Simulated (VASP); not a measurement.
Crystal: CaCd2Ga2.

```xyz
5
Lattice="2.1663 3.7521 0.0000 -2.1663 3.7521 0.0000 0.0000 0.0000 7.1223" Properties=species:S:1:pos:R:3 pbc="T T T"
Cd   -0.0002    2.5015    4.5362
Cd    0.0002    5.0027    2.5861
Ca    0.0000    0.0000    0.0000
Ga   -0.0002    2.5015    1.7129
Ga    0.0002    5.0027    5.4094
```

The cell was built by a generator and needn't be a form met in nature.

```yaml
Program: VASP 6.6.1
Task: relaxation of cell and atoms
Functional: PBE
Potentials_or_basis: VASP PAW PBE potentials, release 64 (Cd, Ca_sv, Ga_d)
Cutoff: 600 eV
k_mesh: 5 × 5 × 3
Occupations: fermi-dirac, width 0.1 eV
Spin: no spin polarisation
```

At the start: pressure 5.0 GPa; volume 23.16 Å³/atom.

Q: Where does the relaxation end?

A: Over 16 steps the energy falls by 48.0 meV/atom and the volume is 25.73 Å³/atom (+11.1 %); space group P-3m1 (No. 164, to 0.05 Å).

The path:
```
step  energy change (eV)  largest force (eV/Å)  pressure (GPa)  volume (Å³)
   1              0.0000                0.0987            4.99       115.78
   2             -0.2077                0.1339           -0.09       128.27
   3             -0.2079                0.1364           -0.24       128.79
   4             -0.2159                0.0982           -0.12       128.41
   5             -0.2195                0.1583            0.04       127.93
   6             -0.2225                0.1392            0.02       127.97
   7             -0.2296                0.0895           -0.02       128.08
   8             -0.2369                0.0524           -0.05       128.29
   9             -0.2381                0.0647           -0.07       128.38
  10             -0.2382                0.0704           -0.07       128.43
  11             -0.2386                0.0252            0.21       127.55
  12             -0.2393                0.0237            0.08       127.93
  13             -0.2395                0.0143           -0.12       128.77
  14             -0.2396                0.0141           -0.05       128.49
  15             -0.2400                0.0086           -0.04       128.56
  16             -0.2401                0.0039           -0.03       128.63
```

Final structure:
```
CELL_PARAMETERS angstrom
2.30793 3.99745 0.00000
-2.30763 3.99727 0.00035
-0.00052 0.00030 6.97173
ATOMIC_POSITIONS crystal
Cd 0.33332 0.33336 0.65998
Cd 0.66668 0.66664 0.34002
Ca 0.00000 0.00000 0.00000
Ga 0.33331 0.33338 0.25168
Ga 0.66669 0.66662 0.74832
```
